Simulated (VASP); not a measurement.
# HPbNO4: electric field gradients with PBE

Crystal: HPbNO4.

```
CELL_PARAMETERS angstrom
4.20407 0.00000 0.00000
2.02172 3.83952 0.00000
2.04686 1.27900 6.28132
ATOMIC_POSITIONS crystal
H 0.89145 0.68202 0.62796
Pb 0.14426 0.92872 0.88352
N 0.25670 0.28861 0.30171
O 0.83108 0.65056 0.78405
O 0.38694 0.22380 0.11295
O 0.31104 0.03576 0.45856
O 0.07726 0.60633 0.32275
```

The cell was built by a generator and needn't be a form met in nature.

| Item | Value |
| --- | --- |
| Program | VASP 6.6.1 |
| Task | electric field gradients |
| Functional | PBE |
| Potentials or basis | VASP PAW PBE potentials, release 64 (H, Pb_d, N, O) |
| Cutoff | 520 eV |
| k mesh | 7 × 7 × 5 |
| Occupations | fermi-dirac, width 0.05 eV |
| Spin | no spin polarisation |
| Further INCAR settings | ALGO = Fast; EDIFF = 1e-08 |

| Item | Value |
| --- | --- |
| Pressure | 0.6 GPa |
| Largest force | 0.424 eV/Å |
| Band gap on the k mesh | 2.79 eV, indirect (least direct gap 2.81 eV) |

Forces in eV/Å, atoms in the order of the input:
```
H   -0.001 -0.009 -0.109
Pb   0.001  0.007  0.001
N    0.001 -0.048 -0.084
O    0.000  0.007  0.098
O    0.008 -0.121 -0.291
O    0.013 -0.252  0.340
O   -0.022  0.417  0.045
```

Stress tensor (GPa, compression positive):
```
-0.22 -0.03  0.01
-0.03  0.97 -0.09
 0.01 -0.09  1.01
```

Levels at points of the mesh, in eV from the valence-band top:
| k point | band 18 | band 19 | band 20 | band 21 | band 22 | band 23 | band 24 | band 25 | band 26 |
| --- | --- | --- | --- | --- | --- | --- | --- | --- | --- |
| (0.00, 0.00, 0.00) | -2.07 | -2.06 | -1.57 | -1.36 | -0.74 | 3.54 | 4.31 | 5.46 | 6.27 |

Electric field gradients, principal values (V/Å²):
```tsv
atom	Vxx	Vyy	Vzz
1 H	-18.571	-18.904	37.475
2 Pb	-40.629	-126.364	166.993
3 N	1.172	6.386	-7.558
4 O	-30.802	-54.909	85.710
5 O	-36.608	-183.380	219.988
6 O	-17.790	-192.341	210.131
7 O	-22.776	-182.569	205.345
```

Wall time 76 s on 4 MPI ranks on Intel(R) Xeon(R) Platinum 8488C (Sapphire Rapids) (shared host), peak memory 0.44 GiB a rank.

Caveat: the standard files for N, O and F lose accuracy on very short bonds; spin-orbit coupling is left out, which as a rule narrows the gap of such compounds by several tenths of an eV; an odd mesh through Γ misses points on the zone boundary, where band edges often lie.
